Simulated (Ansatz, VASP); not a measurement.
# Two plane-wave programs on PIr

```
Ir P
1.0
     0.00000    2.66040    2.66040
     2.66040    0.00000    2.66040
     2.66040    2.66040    0.00000
Ir P
1 1
Cartesian
  0.0000 0.0000 0.0000
  1.3302 1.3302 1.3302
```

Alike in both runs: task single point; functional PBE; k mesh 12 × 12 × 12; occupations gaussian, width 0.05 eV; no spin polarisation.

|  | VASP | Ansatz |
| --- | --- | --- |
| version | VASP 6.6.1 | Ansatz 0.2.0 |
| potentials or method | VASP PAW PBE potentials, release 64 (Ir, P) | scalar-relativistic, plane waves, PAW |
| plane-wave cutoff (eV) | 520 | 420 |
| valence electrons in the cell | 14 | 22 |

|  | VASP | Ansatz | Ansatz less VASP |
| --- | --- | --- | --- |
| gap on the k mesh at the Fermi level (eV) | none | none | - |
| pressure (GPa) | -5.8 | -6.2 | -0.37 |

A gap of «none» marks a metal or a gap that the smearing closes. The two sets of potentials don't hold the same shells in valence.

Spin-orbit coupling is left out, which matters for the levels of Ir.
